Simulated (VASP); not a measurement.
All values below come from PBEsol GGA, VASP's PBE PAW potentials (set 64) (plane waves; VASP 6.6.1).

A VASP calculation is set up with these files.

POSCAR:
```
MoS
1
    0.0000000000     2.6360115693     2.6360115693
    2.6360115693     0.0000000000     2.6360115693
    2.6360115693     2.6360115693    -0.0000000000
Mo S
1 1
Direct
  0.0000000000   0.0000000000   0.0000000000
  0.2500000000   0.2500000000   0.2500000000
```

INCAR:
```
SYSTEM = MoS
PREC = Accurate; ENCUT = 400; LREAL = .FALSE.
LASPH = .TRUE.
EDIFF = 1E-7; NELM = 100; ALGO = Normal
LMAXMIX = 4
ISMEAR = -5
GGA = PS
ISIF = 2
LWAVE = .FALSE.; LCHARG = .TRUE.; LORBIT = 11
NEDOS = 601
```

**KPOINTS**
```
Automatic mesh
0
Gamma
13 13 13
0 0 0
```

POTCAR, in this order: Mo_sv S (PBE.64 set). Program: vasp_std.

Output

**OUTCAR**
```
 ion  position               nearest neighbor table
   1  0.000  0.000  0.000-   2 2.28   2 2.28   2 2.28   2 2.28
   2  0.250  0.250  0.250-   1 2.28   1 2.28   1 2.28   1 2.28
  LATTYP: Found a face centered cubic cell.
 ALAT       =     5.2720231386
 Subroutine PRICEL returns:
 Original cell was already a primitive cell.
 Subroutine GETGRP returns: Found 24 space group operations
The static configuration has the point symmetry T_d .
The dynamic configuration has the point symmetry T_d .
 Subroutine INISYM returns: Found 24 space group operations
 Subroutine IBZKPT returns following result:
 Found     84 irreducible k-points:

 Following reciprocal coordinates:
            Coordinates               Weight
  0.000000  0.000000  0.000000      1.000000
  0.076923  0.000000  0.000000      8.000000
  0.153846  0.000000  0.000000      8.000000
  0.230769  0.000000  0.000000      8.000000
  0.307692  0.000000  0.000000      8.000000
  0.384615  0.000000  0.000000      8.000000
  0.461538  0.000000  0.000000      8.000000
  0.076923  0.076923  0.000000      6.000000
  0.153846  0.076923  0.000000     24.000000
  0.230769  0.076923  0.000000     24.000000
  0.307692  0.076923  0.000000     24.000000
  0.384615  0.076923  0.000000     24.000000
  0.461538  0.076923  0.000000     24.000000
 -0.461538  0.076923  0.000000     24.000000
 -0.384615  0.076923  0.000000     24.000000
 -0.307692  0.076923  0.000000     24.000000
 -0.230769  0.076923  0.000000     24.000000
 -0.153846  0.076923  0.000000     24.000000
 -0.076923  0.076923  0.000000     12.000000
  0.153846  0.153846  0.000000      6.000000
  0.230769  0.153846  0.000000     24.000000
  0.307692  0.153846  0.000000     24.000000
  0.384615  0.153846  0.000000     24.000000
  0.461538  0.153846  0.000000     24.000000
 -0.461538  0.153846  0.000000     24.000000
 -0.384615  0.153846  0.000000     24.000000
 -0.307692  0.153846  0.000000     24.000000
 -0.230769  0.153846  0.000000     24.000000
 -0.153846  0.153846  0.000000     12.000000
  0.230769  0.230769  0.000000      6.000000
  0.307692  0.230769  0.000000     24.000000
  0.384615  0.230769  0.000000     24.000000
  0.461538  0.230769  0.000000     24.000000
 -0.461538  0.230769  0.000000     24.000000
 -0.384615  0.230769  0.000000     24.000000
 -0.307692  0.230769  0.000000     24.000000
 -0.230769  0.230769  0.000000     12.000000
  0.307692  0.307692  0.000000      6.000000
  0.384615  0.307692  0.000000     24.000000
  0.461538  0.307692  0.000000     24.000000
   k-points           NKPTS =     84   k-points in BZ     NKDIM =     84   number of bands    NBANDS=     14
   number of dos      NEDOS =    601   number of ions     NIONS =      2
   total plane-waves  NPLWV =  13824
   dimension x,y,z NGX =    24 NGY =   24 NGZ =   24
   dimension x,y,z NGXF=    48 NGYF=   48 NGZF=   48
   ions per type =               1   1
   PREC   = accura    normal or accurate (medium, high low for compatibility)
   ISTART =      0    job   : 0-new  1-cont  2-samecut
   ICHARG =      2    charge: 1-file 2-atom 10-const
   ISPIN  =      1    spin polarized calculation?
   LNONCOLLINEAR =      F non collinear calculations
   LSORBIT =      F    spin-orbit coupling
   INIWAV =      1    electr: 0-lowe 1-rand  2-diag
   ENCUT  =  400.0 eV  29.40 Ry    5.42 a.u.   6.08  6.08  6.08*2*pi/ulx,y,z
   NELM   =    100;   NELMIN=  2; NELMDL= -5     # of ELM steps
   EDIFF  = 0.1E-06   stopping-criterion for ELM
   LREAL  =      F    real-space projection
   NLSPLINE    = F    spline interpolate recip. space projectors
   LMAXMIX     =    4 max onsite mixed and CHGCAR
...
```

File OSZICAR:
```
       N       E                     dE             d eps       ncg     rms          rms(c)
DAV:   1     0.113857885726E+03    0.11386E+03   -0.94175E+03  2392   0.113E+03
DAV:   2    -0.135190824194E+02   -0.12738E+03   -0.12561E+03  2910   0.312E+02
DAV:   3    -0.168626352008E+02   -0.33436E+01   -0.33107E+01  3018   0.489E+01
DAV:   4    -0.168892501995E+02   -0.26615E-01   -0.26568E-01  2700   0.461E+00
DAV:   5    -0.168895983751E+02   -0.34818E-03   -0.34746E-03  3066   0.499E-01    0.206E+01
DAV:   6    -0.162341737427E+02    0.65542E+00   -0.38927E+00  2448   0.151E+01    0.756E+00
DAV:   7    -0.161947851635E+02    0.39389E-01   -0.25201E-01  2448   0.440E+00    0.519E+00
DAV:   8    -0.161821702734E+02    0.12615E-01   -0.23793E-02  3072   0.139E+00    0.419E-01
DAV:   9    -0.161822360592E+02   -0.65786E-04   -0.52531E-04  2604   0.200E-01    0.261E-01
DAV:  10    -0.161823171577E+02   -0.81099E-04   -0.13464E-04  2824   0.847E-02    0.412E-02
DAV:  11    -0.161822885572E+02    0.28601E-04   -0.34757E-05  2784   0.386E-02    0.239E-02
DAV:  12    -0.161822889995E+02   -0.44230E-06   -0.26732E-06  2664   0.120E-02    0.410E-03
DAV:  13    -0.161822890552E+02   -0.55712E-07   -0.97312E-08  2286   0.228E-03
   1 F= -.16182289E+02 E0= -.16182289E+02  d E =0.000000E+00
```

OUTCAR:
```
------------------------ aborting loop because EDIFF is reached ----------------------------------------
  FORCE on cell =-STRESS in cart. coord.  units (eV):
  Direction    XX          YY          ZZ          XY          YZ          ZX
  --------------------------------------------------------------------------------------
  Total       -0.0017185     -0.0017185     -0.0017185      0.0000000      0.0000000      0.0000000
  in kB       -0.0751592     -0.0751592     -0.0751592      0.0000000      0.0000000      0.0000000
  external PRESSURE =      -0.0751592 kB  Pullay stress =       0.0000000 kB
  volume of cell :       36.63
      direct lattice vectors                 reciprocal lattice vectors
     0.000000000  2.636011569  2.636011569    -0.189680503  0.189680503  0.189680503
     2.636011569  0.000000000  2.636011569     0.189680503 -0.189680503  0.189680503
     2.636011569  2.636011569  0.000000000     0.189680503  0.189680503 -0.189680503
 POSITION                                       TOTAL-FORCE (eV/Angst)
 -----------------------------------------------------------------------------------
      0.00000      0.00000      0.00000         0.000000     -0.000000      0.000000
      1.31801      1.31801      1.31801        -0.000000      0.000000      0.000000
 -----------------------------------------------------------------------------------
    total drift:                               -0.000000     -0.000000     -0.000000
  FREE ENERGIE OF THE ION-ELECTRON SYSTEM (eV)
  ---------------------------------------------------
  free  energy   TOTEN  =       -16.1822890552 eV

  energy  without entropy=      -16.1822890552  energy(sigma->0) =      -16.18228906

 total charge

# of ion       s       p       d       tot
------------------------------------------
    1        2.281   6.142   4.227  12.650
    2        1.311   2.405   0.000   3.716
--------------------------------------------------
tot          3.592   8.547   4.227  16.366
```
(Selected blocks of OUTCAR.)

For a metal the tetrahedron method with Blöchl corrections gives inexact stress and forces.

The structure was generated: MoS was put into the zinc blende type (F-43m), which need not be its known phase. It was relaxed first, which changed the volume by -32 %.
